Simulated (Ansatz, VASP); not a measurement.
## Two plane-wave programs on PdPt2

```
CELL_PARAMETERS angstrom
4.50703 0.00000 0.00000
-2.25352 3.90320 0.00000
0.00000 0.00000 2.71593
ATOMIC_POSITIONS crystal
Pd 0.00000 0.00000 0.00000
Pt 0.33333 0.66667 0.50000
Pt 0.66667 0.33333 0.50000
```

Change from the starting cell: species swapped into the NbAu2 type (P6/mmm, No. 191).

Alike in both runs: functional PBE; k mesh 12 × 12 × 16; occupations gaussian, width 0.1 eV; no spin polarisation.

Ansatz relaxed the structure, and its values are those at the end. VASP's run is a single point on that final structure, the one shown.

|  | VASP | Ansatz |
| --- | --- | --- |
| version | VASP 6.6.1 | Ansatz 0.2.0 |
| potentials or method | VASP PAW PBE potentials, release 64 (Pd, Pt) | scalar-relativistic, plane waves, PAW |
| plane-wave cutoff (eV) | 520 | 420 |
| valence electrons in the cell | 30 | 54 |

Ansatz gave:

| Property | Result |
| --- | --- |
| gap on the k mesh at the Fermi level (eV) | none |
| pressure (GPa) | 0.0 |

Problem. Estimate VASP's values.

Solution. gap on the k mesh at the Fermi level (eV): none; pressure (GPa): -0.5.

A gap of «none» marks a metal or a gap that the smearing closes. The two sets of potentials don't hold the same shells in valence.

Spin-orbit coupling is left out, which matters for the levels of Pt.
